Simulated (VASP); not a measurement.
Output of a VASP run:

OUTCAR:
```
 ion  position               nearest neighbor table
   1  0.335  0.335  0.500-   6 2.12   6 2.12   8 2.15   5 2.18   2 3.30   2 3.30   3 3.31   3 3.31
                             4 3.32   4 3.32   2 3.32   2 3.32   3 3.32   3 3.32
   2  0.161  0.661  0.002-   6 1.94   5 2.00   5 2.00   7 2.02   1 3.30   1 3.30   1 3.32   1 3.32
  LATTYP: Found a simple monoclinic cell.
 ALAT       =     5.3835381362
 B/A-ratio  =     0.6131919856
 C/A-ratio  =     1.0688845864
 COS(beta)  =    -0.0014836448
 Subroutine PRICEL returns:
 Original cell was already a primitive cell.
 Subroutine GETGRP returns: Found  2 space group operations
The static configuration has the point symmetry C_1h.
The dynamic configuration has the point symmetry C_1h.
 Subroutine INISYM returns: Found  2 space group operations
 Subroutine IBZKPT returns following result:
 Found     58 irreducible k-points:

 Following reciprocal coordinates:
            Coordinates               Weight
  0.000000  0.000000  0.000000      1.000000
  0.250000  0.000000 -0.000000      2.000000
  0.500000  0.000000 -0.000000      1.000000
 -0.000000  0.142857  0.000000      2.000000
  0.250000  0.142857  0.000000      2.000000
  0.500000  0.142857  0.000000      2.000000
 -0.250000  0.142857  0.000000      2.000000
 -0.000000  0.285714  0.000000      2.000000
  0.250000  0.285714  0.000000      2.000000
  0.500000  0.285714  0.000000      2.000000
 -0.250000  0.285714  0.000000      2.000000
 -0.000000  0.428571  0.000000      2.000000
  0.250000  0.428571  0.000000      2.000000
  0.500000  0.428571  0.000000      2.000000
 -0.250000  0.428571  0.000000      2.000000
  0.000000  0.000000  0.250000      2.000000
  0.250000 -0.000000  0.250000      2.000000
  0.500000  0.000000  0.250000      2.000000
 -0.250000 -0.000000  0.250000      2.000000
  0.000000  0.142857  0.250000      2.000000
  0.250000  0.142857  0.250000      2.000000
  0.500000  0.142857  0.250000      2.000000
 -0.250000  0.142857  0.250000      2.000000
 -0.000000  0.285714  0.250000      2.000000
  0.250000  0.285714  0.250000      2.000000
  0.500000  0.285714  0.250000      2.000000
 -0.250000  0.285714  0.250000      2.000000
 -0.000000  0.428571  0.250000      2.000000
  0.250000  0.428571  0.250000      2.000000
  0.500000  0.428571  0.250000      2.000000
 -0.250000  0.428571  0.250000      2.000000
  0.000000 -0.428571  0.250000      2.000000
  0.250000 -0.428571  0.250000      2.000000
  0.500000 -0.428571  0.250000      2.000000
 -0.250000 -0.428571  0.250000      2.000000
  0.000000 -0.285714  0.250000      2.000000
  0.250000 -0.285714  0.250000      2.000000
  0.500000 -0.285714  0.250000      2.000000
 -0.250000 -0.285714  0.250000      2.000000
  0.000000 -0.142857  0.250000      2.000000
   k-points           NKPTS =     58   k-points in BZ     NKDIM =     58   number of bands    NBANDS=     43
   number of dos      NEDOS =    301   number of ions     NIONS =      8
   total plane-waves  NPLWV =  46080
   dimension x,y,z NGX =    48 NGY =   24 NGZ =   40
   dimension x,y,z NGXF=    96 NGYF=   48 NGZF=   80
   ions per type =               1   3   4
   PREC   = accura    normal or accurate (medium, high low for compatibility)
   ISTART =      0    job   : 0-new  1-cont  2-samecut
   ICHARG =      2    charge: 1-file 2-atom 10-const
   ISPIN  =      1    spin polarized calculation?
   LNONCOLLINEAR =      F non collinear calculations
   LSORBIT =      F    spin-orbit coupling
   INIWAV =      1    electr: 0-lowe 1-rand  2-diag
   ENCUT  =  500.0 eV  36.75 Ry    6.06 a.u.  12.10  6.02  9.82*2*pi/ulx,y,z
   NELM   =    100;   NELMIN=  2; NELMDL= -5     # of ELM steps
   EDIFF  = 0.1E-05   stopping-criterion for ELM
   LREAL  =      F    real-space projection
   NLSPLINE    = F    spline interpolate recip. space projectors
   LMAXMIX     =    4 max onsite mixed and CHGCAR
   VOSKOWN=      0    Vosko Wilk Nusair interpolation
...
```

OSZICAR:
```
       N       E                     dE             d eps       ncg     rms          rms(c)
DAV:   1     0.795502497433E+03    0.79550E+03   -0.33282E+04  5224   0.285E+03
DAV:   2     0.108050371573E+03   -0.68745E+03   -0.66670E+03  5180   0.679E+02
DAV:   3    -0.417126006320E+02   -0.14976E+03   -0.14553E+03  5742   0.237E+02
DAV:   4    -0.546884228345E+02   -0.12976E+02   -0.12874E+02  6537   0.693E+01
DAV:   5    -0.550373672640E+02   -0.34894E+00   -0.34775E+00  6680   0.128E+01    0.169E+01
DAV:   6    -0.465660059480E+02    0.84714E+01   -0.33780E+01  9459   0.594E+01    0.932E+00
DAV:   7    -0.469123743503E+02   -0.34637E+00   -0.45316E+00  5525   0.127E+01    0.401E+00
DAV:   8    -0.468637240274E+02    0.48650E-01   -0.24145E-01  7345   0.638E+00    0.228E+00
DAV:   9    -0.468537586292E+02    0.99654E-02   -0.75737E-02  7471   0.429E+00    0.387E-01
DAV:  10    -0.468547382302E+02   -0.97960E-03   -0.97945E-03  7203   0.211E+00    0.320E-01
DAV:  11    -0.468554320490E+02   -0.69382E-03   -0.21625E-03  6799   0.858E-01    0.850E-02
DAV:  12    -0.468555501669E+02   -0.11812E-03   -0.69185E-04  6702   0.517E-01    0.231E-02
DAV:  13    -0.468555695359E+02   -0.19369E-04   -0.19873E-04  6517   0.173E-01    0.142E-02
DAV:  14    -0.468555725723E+02   -0.30364E-05   -0.39886E-05  6790   0.127E-01    0.723E-03
DAV:  15    -0.468555735854E+02   -0.10131E-05   -0.10142E-05  6813   0.531E-02    0.699E-03
DAV:  16    -0.468555737268E+02   -0.14143E-06   -0.28176E-06  4412   0.217E-02
   1 F= -.46855574E+02 E0= -.46855574E+02  d E =-.745677E-15
```

OUTCAR:
```
------------------------ aborting loop because EDIFF is reached ----------------------------------------
  FORCE on cell =-STRESS in cart. coord.  units (eV):
  Direction    XX          YY          ZZ          XY          YZ          ZX
  --------------------------------------------------------------------------------------
  Total       -0.0497393     -0.0454382     -0.0550604      0.0037249     -0.0009620      0.0016652
  in kB       -0.7792562     -0.7118707     -0.8626202      0.0583573     -0.0150720      0.0260889
  external PRESSURE =      -0.7845824 kB  Pullay stress =       0.0000000 kB
  volume of cell :      102.27
      direct lattice vectors                 reciprocal lattice vectors
     3.332867661 -5.736062130 -0.004273173     0.150498567 -0.086890402  0.000128780
     1.650571410  2.858873104 -0.000000001     0.301961249  0.175450738  0.000128780
    -0.003454985  0.001994736  5.383536658     0.000119458 -0.000068969  0.185751600
 POSITION                                       TOTAL-FORCE (eV/Angst)
 -----------------------------------------------------------------------------------
      1.66839     -0.96325      2.69184        -0.003194      0.001844      0.019699
      1.62523      0.96759      0.01147        -0.001734      0.001001      0.008405
      3.32804     -3.82736      2.67731         0.010314     -0.005955     -0.005233
      3.35112     -1.93477      0.00052         0.001561     -0.000901     -0.012914
      1.66697     -0.96243      4.86789        -0.001594      0.000920      0.008285
      1.53982      1.01690      1.95321        -0.005284      0.003050      0.010996
      3.31863     -3.82193      4.68277         0.002692     -0.001554     -0.016439
      3.42346     -1.97654      1.98335        -0.002762      0.001595     -0.012798
 -----------------------------------------------------------------------------------
    total drift:                                0.002551      0.004997      0.000465
  FREE ENERGIE OF THE ION-ELECTRON SYSTEM (eV)
  ---------------------------------------------------
  free  energy   TOTEN  =       -46.8555737268 eV

  energy  without entropy=      -46.8555737268  energy(sigma->0) =      -46.85557373
```
(Selected blocks of OUTCAR.)

File POSCAR:
```
Ga3InN4
1
    3.3328676614    -5.7360621299    -0.0042731729
    1.6505714102     2.8588731039    -0.0000000005
   -0.0034549855     0.0019947363     5.3835366580
In Ga N
1 3 4
Direct
  0.3351332120   0.3351322120   0.5002789552
  0.1605216585   0.6605216585   0.0022576153
  0.8337714586   0.3337704586   0.4979767030
  0.6724513965   0.6724513965   0.0006295810
  0.3351286415   0.3351276415   0.9044832457
  0.1436334562   0.6436334561   0.3629252819
  0.8321409054   0.3321399054   0.8704923340
  0.6872232712   0.6872232713   0.3689562838
```

Q: Write an INCAR and KPOINTS that could have produced this output.

A: One answer among several that fit: the input of the run itself, PBE GGA, plane waves, VASP's PBE PAW potentials (set 64).

INCAR:
```
! general
SYSTEM  = Ga3InN4
PREC    = Accurate
ENCUT   = 500
LREAL   = .False.
LASPH   = .True.

! electronic loop
EDIFF   = 1E-6
NELM    = 100
ALGO    = Normal
LMAXMIX = 4

! smearing
ISMEAR  = 0
SIGMA   = 0.05

! functional
GGA     = PE

! output
LWAVE   = .False.
LCHARG  = .True.
```

### KPOINTS
```
kpoints
0
gamma
  4 7 4
0 0 0
```

POTCAR, in this order: In_d Ga_d N (PBE.64 set). Program: vasp_std.

The structure was generated: Ga3InN4 was put into an ordered model structure (Pm), which need not be its known phase. It was relaxed first.
